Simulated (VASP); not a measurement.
# EuCd2P2: structure and properties in VASP, part 2 of 2

What structure does EuCd2P2 take at this level, and what are its properties? The start is a computed cell from the Materials Project.

VASP 6.6.1, plane waves and PAW; the level of theory is named at each step.

Still holding for the runs below: The cell holds one magnetic atom, so no antiferromagnetic order fits into it. Experiment finds antiferromagnetic order in this phase (below 11 K, arxiv:2203.12739), so this ferromagnetic run describes another state.

So far, gap on the k-mesh (eV): step 2 (relaxing cell and atoms (r2SCAN + U)) 0.754; step 3 (density, ELF and potential (r2SCAN + U)) 0.754. The relaxed cell has a = 4.341, c = 7.193 Å (conventional setting).

## 4. Bands along the symmetry lines (r2SCAN + U) (continued)

Spin down. The electronic bands at the labelled points (eV, zero at the valence-band top; v1 is the highest filled band, c1 the lowest empty one):

| point | v4 | v3 | v2 | v1 | c1 | c2 | c3 | c4 |
| --- | --- | --- | --- | --- | --- | --- | --- | --- |
| Γ | -1.68 | -0.57 | -0.46 | -0.46 | 0.91 | 0.98 | 2.54 | 2.98 |
| 0.47 of the way | -2.62 | -2.02 | -1.20 | -1.20 | 1.66 | 2.11 | 3.40 | 3.80 |
| M | -2.84 | -2.44 | -2.40 | -1.82 | 1.13 | 2.88 | 3.08 | 4.80 |
| 0.47 of the way | -3.25 | -2.73 | -2.33 | -1.91 | 2.11 | 2.88 | 3.13 | 4.26 |
| K | -4.16 | -2.39 | -2.39 | -2.09 | 3.03 | 3.05 | 3.05 | 4.08 |
| 0.47 of the way | -3.19 | -2.60 | -1.91 | -1.16 | 2.11 | 2.63 | 3.14 | 3.95 |
| Γ | -1.68 | -0.57 | -0.46 | -0.46 | 0.91 | 0.98 | 2.54 | 2.98 |
| 0.47 of the way | -1.56 | -1.33 | -0.67 | -0.67 | 0.91 | 1.63 | 2.79 | 3.06 |
| A | -1.26 | -1.26 | -1.07 | -1.07 | 0.91 | 1.92 | 3.04 | 3.04 |
| 0.47 of the way | -2.09 | -2.04 | -1.73 | -1.21 | 1.79 | 2.43 | 2.71 | 3.39 |
| L | -2.80 | -2.76 | -1.39 | -1.28 | 1.40 | 2.01 | 2.31 | 3.03 |
| 0.47 of the way | -3.18 | -2.68 | -2.02 | -1.50 | 1.78 | 2.68 | 2.84 | 3.13 |
| H | -3.62 | -2.87 | -2.06 | -2.06 | 2.44 | 2.44 | 4.24 | 4.24 |
| 0.47 of the way | -2.55 | -2.19 | -1.77 | -1.65 | 2.15 | 2.33 | 3.25 | 3.31 |
| A | -1.26 | -1.26 | -1.07 | -1.07 | 0.91 | 1.92 | 3.04 | 3.04 |
| jump to L | -2.80 | -2.76 | -1.39 | -1.28 | 1.40 | 2.01 | 2.31 | 3.03 |
| 0.47 of the way | -2.82 | -2.65 | -1.80 | -1.55 | 1.27 | 2.32 | 2.88 | 3.41 |
| M | -2.84 | -2.44 | -2.40 | -1.82 | 1.13 | 2.88 | 3.08 | 4.80 |
| jump to K | -4.16 | -2.39 | -2.39 | -2.09 | 3.03 | 3.05 | 3.05 | 4.08 |
| 0.47 of the way | -3.98 | -2.39 | -2.25 | -2.25 | 2.76 | 2.76 | 3.38 | 4.21 |
| H | -3.62 | -2.87 | -2.06 | -2.06 | 2.44 | 2.44 | 4.24 | 4.24 |

Of the projections kept (Eu, Cd, P), the largest for each band there; the rest of the weight can lie on other orbitals:

| point | v4 | v3 | v2 | v1 | c1 | c2 | c3 | c4 |
| --- | --- | --- | --- | --- | --- | --- | --- | --- |
| Γ | P 0.65 | P 0.78 | P 0.76 | P 0.76 | P 0.59 | Cd 0.72 | Eu 0.65 | Eu 0.59 |
| M | P 0.66 | P 0.66 | P 0.65 | P 0.67 | Cd 0.56 | P 0.48 | Cd 0.51 | Cd 0.60 |
| K | P 0.62 | P 0.66 | P 0.66 | P 0.65 | Cd 0.40 | Cd 0.41 | Cd 0.41 | Eu 0.49 |
| Γ | P 0.65 | P 0.78 | P 0.76 | P 0.76 | P 0.59 | Cd 0.72 | Eu 0.65 | Eu 0.59 |
| A | P 0.68 | P 0.68 | P 0.69 | P 0.69 | Cd 0.68 | Cd 0.54 | Eu 0.65 | Eu 0.65 |
| L | P 0.66 | P 0.65 | P 0.71 | P 0.74 | Eu 0.57 | Cd 0.72 | Cd 0.47 | Cd 0.69 |

The path finds the gap of the mesh within 0.02 eV, so the mesh comes close to both band edges.

## 5. Density of states (r2SCAN + U)

Here the states are counted by energy and projected on the atoms. The mesh is finer than in the run before.

INCAR reads:

```
SYSTEM = EuCd2P2
PREC = Accurate
ENCUT = 450
EDIFF = 1E-06
NELM = 150
ISMEAR = -5
SIGMA = 0.05
LREAL = .FALSE.
ALGO = Normal
METAGGA = R2SCAN
LASPH = .TRUE.
NBANDS = 43
ISPIN = 2
MAGMOM = 6.642 -0.006 -0.006 -0.027 -0.027
LDAU = .TRUE.
LDAUTYPE = 2
LDAUL = 3 -1 -1
LDAUU = 5 0 0
LDAUJ = 0 0 0
LDAUPRINT = 1
LMAXMIX = 6
AMIX = 0.2
BMIX = 1E-04
AMIX_MAG = 0.8
BMIX_MAG = 1E-04
LORBIT = 11
LWAVE = .FALSE.
LCHARG = .FALSE.
KPAR = 4
NEDOS = 2001
```

POSCAR reads:

```
EuCd2P2
1.0
    4.3407983975      0.0000000000      0.0000000000
   -2.1703991988      3.7592416850      0.0000000000
    0.0000000000      0.0000000000      7.1929162865
Eu Cd P
1 2 2
Direct
    0.0000000000      0.0000000000      0.0000000000
    0.6666666700      0.3333333300      0.3628390541
    0.3333333300      0.6666666700      0.6371609459
    0.6666666700      0.3333333300      0.7500493522
    0.3333333300      0.6666666700      0.2499506478
```

KPOINTS reads:

```
Automatic mesh
0
Gamma
11 11 6
0 0 0
```

PAW data sets: Eu, Cd and P (PBE family, release 64).

Launch:

```sh
$ mpirun -np 4 vasp_std
```

It took 14 min on 4 MPI ranks of AMD EPYC 7R43, shared host; peak memory 2.4 GiB; 56 min of CPU time.

Flat bands give spikes narrower than the energy grid here, so the curve is not tabled.

This step gave:

- SCF cycles: 18
- irreducible k-points: 84
- free energy (TOTEN): -101.0170 eV
- Fermi energy: 3.580 eV
- pressure: 0.05967 GPa
- gap on the k-mesh: 0.7546 eV
- least direct gap on the k-mesh: 0.7546 eV

The gap on this mesh is 0.75 eV.

## 6. Zone-centre phonons (r2SCAN + U)

Zone-centre modes test whether the atoms sit at a minimum within this cell. IBRION = 6 takes the force constants from differences of forces between displaced cells, so the forces must be tight.

Edit INCAR of step 5 so:

```diff
@@ -3,5 +3,5 @@
 ENCUT = 450
-EDIFF = 1E-06
+EDIFF = 1E-08
 NELM = 150
-ISMEAR = -5
+ISMEAR = 0
 SIGMA = 0.05
@@ -11,3 +11,3 @@
 LASPH = .TRUE.
-NBANDS = 43
+NBANDS = 34
 ISPIN = 2
@@ -29,2 +29,6 @@
 KPAR = 4
-NEDOS = 2001
+IBRION = 6
+NFREE = 2
+POTIM = 0.015
+ISIF = 2
+NSW = 1
```

POSCAR is that of step 5.

KPOINTS reads:

```
Automatic mesh
0
Gamma
7 7 4
0 0 0
```

Launch:

```sh
$ mpirun -np 4 vasp_std
```

Wall time 69 min (4 MPI ranks).

The run was cut off at its time limit.

More ranks or a longer limit would be the way on.

## 7. What came out

```
relaxed volume                                             : 23.47 Å³/atom
relaxed conventional cell a, b, c                          : 4.341, 4.341, 7.193 Å; angles 90.0, 90.0, 120.0°
space group after relaxing, within 0.02 Å                  : P-3m1 (No. 164)
moment of the cell (7×7×4 mesh)                            : 7 μB
largest site moment (7×7×4 mesh)                           : 6.64 μB on Eu1
band gap                                                   : 0.753 eV, direct
gap among the points of the DOS mesh alone, an upper bound : 0.755 eV
```

What this shows: With r2SCAN + U, EuCd2P2 relaxes to 23.47 Å³/atom in space group P-3m1, has a direct gap of 0.753 eV and keeps moments of up to 6.64 μB (7×7×4 mesh). Not obtained: zone-centre phonons (r2SCAN + U), because the run hit its time limit. Bands along the symmetry lines (r2SCAN + U), spin up: The path shows a direct gap of 0.75 eV (valence top at Γ, conduction bottom at Γ). Bands along the symmetry lines (r2SCAN + U), spin down: On this path the gap is nearly direct (within 0.01 eV), 1.36 eV, with the valence top at Γ and the conduction bottom between Γ and A. Spin-orbit coupling is left out, and with elements this heavy it would split and shift bands near the edges, and it can change the kind of a small gap. Only the typed magnetic starts were tried, so the magnetic ground state may differ and with it the other results. Only ferromagnetic starts were used, while the crystal orders antiferromagnetically, so what depends on the order belongs to another state. No search among competing phases was made, and a listed structure need not be the one stable at ambient conditions. All values are for a static lattice at zero temperature.

[Lines on the potential files, build, host, timing and source positions are cut from VASP's logs without a mark.]

[Logs are printed without paths, hosts, clocks, repeated set-up lines and the standing remarks that a program may print on its own settings, such as how far it seeks lower states.]

[Hosts, paths, dates, database ids (printed as entryN), source tags and the programs' standing remarks are cut or masked in the printed files.]

[A measured line is paired with the nearest computed mode of its activity, which favours agreement.]
